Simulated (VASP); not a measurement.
Method: PBEsol GGA, VASP's PBE PAW potentials (set 64) (plane waves; VASP).

VASP input:

### POSCAR
```
VCu3S4
1
    5.3086346541    -0.0000000000    -0.0000000000
   -0.0000000000     5.3086346541     0.0000000000
    0.0000000000    -0.0000000000     5.3086346541
V Cu S
1 3 4
Direct
  0.0000000000   0.0000000000   0.0000000000
  0.5000000000   0.0000000000   0.0000000000
  0.0000000000   0.0000000000   0.5000000000
  0.0000000000   0.5000000000   0.0000000000
  0.2395937114   0.2395937114   0.2395937114
  0.2395937114   0.7604062886   0.7604062886
  0.7604062886   0.2395937114   0.7604062886
  0.7604062886   0.7604062886   0.2395937114
```

**KPOINTS**
```
Automatic mesh
0
Gamma
8 8 8
0 0 0
```

### INCAR
```
LASPH=T   ! aspherical one-centre terms
PREC=Accurate
LCHARG=F
EDIFF=1E-7   ! SCF stop (eV)
ISMEAR=0
SYSTEM=VCu3S4
CSHIFT=0.1
NELM=100
ENCUT=400   ! plane-wave cut-off (eV)
SIGMA=0.01
NBANDS=126
LWAVE=F
LREAL=F
GGA=PS
ALGO=Normal
NEDOS=1001
LMAXMIX=4   ! l cut-off of mixed one-centre charges
LOPTICS=T
```

POTCAR, in this order: V_sv Cu S (PBE.64 set). Program: vasp_std.

Question: What will the output report for the number of irreducible k-points (NKPTS), largest plane-wave count, number of space-group operations, FFT grid (NGX, NGY, NGZ)?

Answer: 
```json
{
  "number of irreducible k-points (NKPTS)": "35",
  "largest_plane_wave_count": "2800",
  "number_of_space_group_operations": "24",
  "FFT grid (NGX, NGY, NGZ)": "36 × 36 × 36"
}
```

The compound is VCu3S4 in the sg215 structure. It was relaxed first. The run is not spin-polarised, so no magnetic state was tried.
